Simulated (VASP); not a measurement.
An input for Quantum ESPRESSO's pw.x (written as the equivalent of a VASP run, and not itself run):

```
&CONTROL
  calculation = 'vc-relax'
  pseudo_dir = './pseudo'
  outdir = './out'
  tprnfor = .true.
  tstress = .true.
  nstep = 60
  forc_conv_thr = 0.00039
/
&SYSTEM
  ibrav = 0
  nat = 2
  ntyp = 1
  ecutwfc = 102
  occupations = 'smearing'
  smearing = 'methfessel-paxton'
  degauss = 0.00735
  input_dft = 'vdw-df2-b86r'
/
&ELECTRONS
  conv_thr = 7.3e-08
  electron_maxstep = 100
/
&IONS
/
&CELL
/
ATOMIC_SPECIES
  Cd 112.414 Cd.upf
CELL_PARAMETERS angstrom
     1.4900000   -2.5807560    0.0000000
     1.4900000    2.5807560    0.0000000
     0.0000000    0.0000000    5.6200000
ATOMIC_POSITIONS crystal
  Cd   0.3333330  0.6666670  0.2500000
  Cd   0.6666670  0.3333330  0.7500000
K_POINTS automatic
  13 13 6 0 0 0
```

Q: Write the VASP files for the same calculation (rev-vdW-DF2).

A: One answer among several that fit: 
INCAR:
```
! general
SYSTEM   = Cd
PREC     = Accurate
ENCUT    = 520
LREAL    = F   ! projection in real space or not
LASPH    = T   ! aspherical one-centre terms

! electronic loop
EDIFF    = 1E-6
NELM     = 100   ! most electronic steps
ALGO     = Normal   ! blocked Davidson
LMAXMIX  = 4   ! l cut-off of mixed one-centre charges

! smearing
ISMEAR   = 1   ! Methfessel-Paxton
SIGMA    = 0.1   ! width (eV)

! functional
GGA      = MK
LUSE_VDW = T
AGGAC    = 0.0
PARAM1   = 0.1234568
PARAM2   = 0.7114
ZAB_VDW  = -1.8867

! ions
IBRION   = 2   ! conjugate gradients
NSW      = 60   ! most ionic steps
ISIF     = 3   ! ions, shape and volume
EDIFFG   = -0.01

! output
LWAVE    = F
LCHARG   = F
```

**KPOINTS**
```
Automatic mesh
0
Gamma
13 13 6
0 0 0
```

### POSCAR
```
Cd
1
    1.4900000000    -2.5807560000     0.0000000000
    1.4900000000     2.5807560000     0.0000000000
    0.0000000000     0.0000000000     5.6200000000
Cd
2
Direct
  0.3333330000   0.6666670000   0.2500000000
  0.6666670000   0.3333330000   0.7500000000
```

POTCAR, in this order: Cd (PBE.64 set). Program: vasp_std.

Limits of the translation: the potentials are each code's own (VASP's PAW set, PseudoDojo norm-conserving files in pw.x), so ENCUT and ecutwfc are chosen apart and not converted; conv_thr bounds pw.x's estimated SCF error, while EDIFF bounds the energy change between steps; forc_conv_thr acts on force components and is met together with etot_conv_thr.

The compound is Cd in the hcp structure. This run relaxes it. Symmetry was kept, so distortions that lower it aren't found.
